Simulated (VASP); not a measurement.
Output of a VASP run:

### OSZICAR
```
...
       N       E                     dE             d eps       ncg     rms          rms(c)
DAV:   1    -0.662855538044E+01   -0.13651E-01   -0.10553E+00  2644   0.599E+00    0.470E-01
DAV:   2    -0.662280372400E+01    0.57517E-02   -0.31774E-02  2686   0.134E+00    0.275E-01
DAV:   3    -0.661935089697E+01    0.34528E-02   -0.11065E-02  2813   0.608E-01    0.554E-02
DAV:   4    -0.661935154734E+01   -0.65037E-06   -0.32283E-04  2844   0.144E-01    0.427E-02
DAV:   5    -0.661934599078E+01    0.55566E-05   -0.36159E-05  3181   0.428E-02    0.152E-02
DAV:   6    -0.661934572248E+01    0.26830E-06   -0.50363E-06  2677   0.167E-02
   5 F= -.66193457E+01 E0= -.66194116E+01  d E =-.715641E-02
       N       E                     dE             d eps       ncg     rms          rms(c)
DAV:   1    -0.661987996751E+01   -0.53398E-03   -0.48821E-02  2643   0.129E+00    0.101E-01
DAV:   2    -0.661962696552E+01    0.25300E-03   -0.14776E-03  2690   0.290E-01    0.604E-02
DAV:   3    -0.661946809751E+01    0.15887E-03   -0.49726E-04  2814   0.129E-01    0.119E-02
DAV:   4    -0.661946790810E+01    0.18941E-06   -0.12863E-05  2871   0.291E-02    0.893E-03
DAV:   5    -0.661946728724E+01    0.62086E-06   -0.15570E-06  1600   0.912E-03
   6 F= -.66194673E+01 E0= -.66195353E+01  d E =-.727797E-02
       N       E                     dE             d eps       ncg     rms          rms(c)
DAV:   1    -0.662008656825E+01   -0.61866E-03   -0.81861E-02  2673   0.174E+00    0.141E-01
DAV:   2    -0.661985607958E+01    0.23049E-03   -0.25834E-03  2727   0.370E-01    0.821E-02
DAV:   3    -0.661966615549E+01    0.18992E-03   -0.56999E-04  3366   0.148E-01    0.137E-02
DAV:   4    -0.661966791849E+01   -0.17630E-05   -0.38044E-05  2718   0.466E-02    0.995E-03
DAV:   5    -0.661966832879E+01   -0.41029E-06   -0.40666E-06  2756   0.140E-02
   7 F= -.66196683E+01 E0= -.66197257E+01  d E =-.201042E-03
       N       E                     dE             d eps       ncg     rms          rms(c)
DAV:   1    -0.661989952229E+01   -0.23160E-03   -0.13539E-02  2675   0.709E-01    0.577E-02
DAV:   2    -0.661986246350E+01    0.37059E-04   -0.42059E-04  2713   0.149E-01    0.334E-02
DAV:   3    -0.661983366345E+01    0.28800E-04   -0.92649E-05  3392   0.595E-02    0.549E-03
DAV:   4    -0.661983403387E+01   -0.37042E-06   -0.61764E-06  2708   0.188E-02
   8 F= -.66198340E+01 E0= -.66198956E+01  d E =-.366747E-03
       N       E                     dE             d eps       ncg     rms          rms(c)
DAV:   1    -0.661989796517E+01   -0.64302E-04   -0.55720E-03  2834   0.508E-01    0.356E-02
DAV:   2    -0.661988136232E+01    0.16603E-04   -0.26933E-04  3051   0.116E-01    0.166E-02
DAV:   3    -0.661987213890E+01    0.92234E-05   -0.27122E-05  3095   0.327E-02    0.457E-03
DAV:   4    -0.661987215215E+01   -0.13250E-07   -0.26726E-06  2491   0.119E-02
   9 F= -.66198722E+01 E0= -.66199284E+01  d E =-.381183E-04
       N       E                     dE             d eps       ncg     rms          rms(c)
DAV:   1    -0.661990090002E+01   -0.28761E-04   -0.82510E-04  2833   0.195E-01    0.141E-02
DAV:   2    -0.661989775394E+01    0.31461E-05   -0.39344E-05  3052   0.443E-02    0.649E-03
DAV:   3    -0.661989583378E+01    0.19202E-05   -0.40953E-06  2914   0.127E-02    0.173E-03
DAV:   4    -0.661989569139E+01    0.14239E-06   -0.37570E-07  1329   0.458E-03
  10 F= -.66198957E+01 E0= -.66199536E+01  d E =-.616575E-04
```

File OUTCAR:
```
------------------------ aborting loop because EDIFF is reached ----------------------------------------
  FORCE on cell =-STRESS in cart. coord.  units (eV):
  Direction    XX          YY          ZZ          XY          YZ          ZX
  --------------------------------------------------------------------------------------
  Total        0.0166469      0.0120947      0.0125284      0.0000000      0.0000000      0.0014050
  in kB        0.6263567      0.4550764      0.4713933      0.0000000      0.0000000      0.0528656
  external PRESSURE =       0.5176088 kB  Pullay stress =       0.0000000 kB
  volume of cell :       42.58
      direct lattice vectors                 reciprocal lattice vectors
     3.570997153 -1.901886841 -0.046980641     0.138489428 -0.262896819 -0.116104175
     3.570997153  1.901886841 -0.046980641     0.138489428  0.262896819 -0.116104175
     2.599476944  0.000000000  3.100664339     0.004196728  0.000000000  0.318993156
 POSITION                                       TOTAL-FORCE (eV/Angst)
 -----------------------------------------------------------------------------------
      2.24312      0.00000      0.69234        -0.004081     -0.000000     -0.001260
      7.49835      0.00000      2.31436         0.004081      0.000000      0.001260
 -----------------------------------------------------------------------------------
    total drift:                               -0.000000      0.000000     -0.000000
  FREE ENERGIE OF THE ION-ELECTRON SYSTEM (eV)
  ---------------------------------------------------
  free  energy   TOTEN  =        -6.6198956914 eV

  energy  without entropy=       -6.6200694339  energy(sigma->0) =       -6.61995361

 reached required accuracy - stopping structural energy minimisation
```
(Selected blocks of OUTCAR.)

POSCAR:
```
As
1
    3.6803640000    -1.8800000000     0.0000000000
    3.6803640000     1.8800000000     0.0000000000
    2.7200240000     0.0000000000     3.1114220000
As
2
Direct
  0.2270000000   0.2270000000   0.2270000000
  0.7730000000   0.7730000000   0.7730000000
```

Task: Reconstruct the remaining input files.

Result: One answer among several that fit: the input of the run itself, vdW-DF-cx, plane waves, VASP's PBE PAW potentials (set 64).

### INCAR
```
! general
SYSTEM   = As
PREC     = Accurate
ENCUT    = 520
LREAL    = .False.
LASPH    = .True.

! electronic loop
EDIFF    = 1E-6
NELM     = 100
ALGO     = Normal
LMAXMIX  = 4

! smearing
ISMEAR   = 1
SIGMA    = 0.1

! functional
GGA      = CX
LUSE_VDW = .True.
AGGAC    = 0.0

! ions
IBRION   = 2
NSW      = 60
ISIF     = 3
EDIFFG   = -0.01

! output
LWAVE    = .False.
LCHARG   = .False.
```

KPOINTS:
```
Automatic mesh
0
Gamma
11 11 11
0 0 0
```

POTCAR, in this order: As (PBE.64 set). Program: vasp_std.

The compound is As in the a7 structure. This run relaxes it. Symmetry was kept, so distortions that lower it aren't found.
